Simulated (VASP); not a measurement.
Input for VASP

### KPOINTS
```
Automatic mesh
0
Gamma
7 7 7
0 0 0
```

### POSCAR
```
NaF
1
    0.0000000000     2.3613000000     2.3613000000
    2.3613000000     0.0000000000     2.3613000000
    2.3613000000     2.3613000000     0.0000000000
Na F
1 1
Direct
  0.0000000000   0.0000000000   0.0000000000
  0.5000000000   0.5000000000   0.5000000000
```

INCAR:
```
SYSTEM = NaF
PREC = Accurate
ENCUT = 520
EDIFF = 1E-6
NELM = 100
ALGO = Normal
LREAL = .FALSE.
LASPH = .TRUE.
ISMEAR = 1
SIGMA = 1.5
GGA = PE
LWAVE = .FALSE.
LCHARG = .FALSE.
ISIF = 2
```

POTCAR, in this order: Na_pv F (PBE.64 set). Program: vasp_std.

The run wrote:

### standard output
```
 POSCAR found type information on POSCAR NaF
 POSCAR found :  2 types and       2 ions
 Reading from existing POTCAR
 Reading from existing POTCAR
 LDA part: xc-table for (Slater+PW92), standard interpolation
 POSCAR, INCAR and KPOINTS ok, starting setup
 WAVECAR not read
 entering main loop
       N       E                     dE             d eps       ncg     rms          rms(c)
DAV:   1     0.116152019624E+03    0.11615E+03   -0.81061E+03   455   0.151E+03
DAV:   2    -0.346514661311E+01   -0.11962E+03   -0.10940E+03   471   0.370E+02
DAV:   3    -0.918409166341E+01   -0.57189E+01   -0.56739E+01   494   0.853E+01
DAV:   4    -0.923904535643E+01   -0.54954E-01   -0.54936E-01   491   0.931E+00
DAV:   5    -0.923969463783E+01   -0.64928E-03   -0.64928E-03   494   0.101E+00    0.537E+00
DAV:   6    -0.836216568441E+01    0.87753E+00   -0.38994E+00   514   0.182E+01    0.189E+00
DAV:   7    -0.835024846013E+01    0.11917E-01   -0.32314E-02   443   0.255E+00    0.104E+00
DAV:   8    -0.835130095782E+01   -0.10525E-02   -0.30012E-02   440   0.457E+00    0.126E-01
DAV:   9    -0.835219625903E+01   -0.89530E-03   -0.41195E-03   482   0.675E-01    0.989E-02
DAV:  10    -0.835209733859E+01    0.98920E-04   -0.60714E-04   443   0.314E-01    0.914E-03
DAV:  11    -0.835209616051E+01    0.11781E-05   -0.18084E-05   512   0.102E-01    0.354E-03
DAV:  12    -0.835209635131E+01   -0.19081E-06   -0.13564E-06   440   0.279E-02
   1 F= -.83520964E+01 E0= -.84461557E+01  d E =0.282178E+00
```

File OUTCAR:
```
------------------------ aborting loop because EDIFF is reached ----------------------------------------
  FORCE on cell =-STRESS in cart. coord.  units (eV):
  Direction    XX          YY          ZZ          XY          YZ          ZX
  --------------------------------------------------------------------------------------
  Total       -0.2054547     -0.2054547     -0.2054547      0.0000000      0.0000000      0.0000000
  in kB      -12.5009522    -12.5009522    -12.5009522      0.0000000      0.0000000      0.0000000
  external PRESSURE =     -12.5009522 kB  Pullay stress =       0.0000000 kB
  volume of cell :       26.33
      direct lattice vectors                 reciprocal lattice vectors
     0.000000000  2.361300000  2.361300000    -0.211747766  0.211747766  0.211747766
     2.361300000  0.000000000  2.361300000     0.211747766 -0.211747766  0.211747766
     2.361300000  2.361300000  0.000000000     0.211747766  0.211747766 -0.211747766
  FREE ENERGIE OF THE ION-ELECTRON SYSTEM (eV)
  ---------------------------------------------------
  free  energy   TOTEN  =        -8.3520963513 eV

  energy  without entropy=       -8.6342742682  energy(sigma->0) =       -8.44615566
```
(Selected blocks of OUTCAR.)

Q: The run ends quietly. Is anything wrong with it?

A: The cause: SIGMA is far too large. The run ends without an error. Against the sound run, the energy per atom (σ→0) goes up by 0.061 eV/atom; the pressure decreases by 0.50 GPa; the band gap goes up by 0.03 eV. To mend it, set ISMEAR = 0, set SIGMA = 0.05.

The mended run (PBE GGA, plane waves, VASP's PBE PAW potentials (set 64)) converges, and its OSZICAR ends with
```
   1 F= -.85689805E+01 E0= -.85689805E+01  d E =-.228340E-17
```

The compound is NaF in the rock salt structure. The cell was not relaxed at this level.
